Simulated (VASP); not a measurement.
A run of VASP 6.6.1:

Contents of INCAR:

```
PREC = Accurate ; ENCUT = 520
EDIFF = 1E-6 ; ISMEAR = 0
SIGMA = 0.1 ; LREAL = False
LASPH = True ; NELM = 120
ALGO = Normal ; ISIF = 3
LWAVE = False ; LCHARG = False
GGA = PE ; IBRION = 2
NSW = 90 ; EDIFFG = -0.01
KPAR = 4
```

File KPOINTS:

```
Automatic mesh
0
Gamma
  6 6 10
```

Contents of POSCAR:

```
Nb3B5
1.0
    5.4061154700      0.0000000000      0.0000000000
   -2.7030577400      4.6818333300      0.0000000000
    0.0000000000      0.0000000000      3.2150000000
Nb B
3 5
Direct
    0.0000000000      0.6744046800      0.0000000000
    0.3255953200      0.3255953200      0.0000000000
    0.6744046800      0.0000000000      0.0000000000
    0.6666666700      0.3333333300      0.5000000000
    0.3333333300      0.6666666700      0.5000000000
    0.0000000000      0.3438403100      0.5000000000
    0.3438403100      0.0000000000      0.5000000000
    0.6561596900      0.6561596900      0.5000000000
```

Potentials or basis: VASP PAW PBE potentials, release 64 (Nb_sv, B).

Launch:

```console
$ cat potpaw_PBE.64/Nb_sv/POTCAR potpaw_PBE.64/B/POTCAR > POTCAR
$ mpirun -np 4 vasp_std > vasp.out
```

Hardware: 4 MPI ranks on Intel(R) Xeon(R) Platinum 8488C (Sapphire Rapids) (shared host).

Question: Estimate the wall time of this run.

Answer: It took 89 s on 4 MPI ranks on Intel(R) Xeon(R) Platinum 8488C (Sapphire Rapids), on a shared host, peak memory 0.24 GiB a rank. Counts: scf iterations 45, k points 42, ion steps 6.
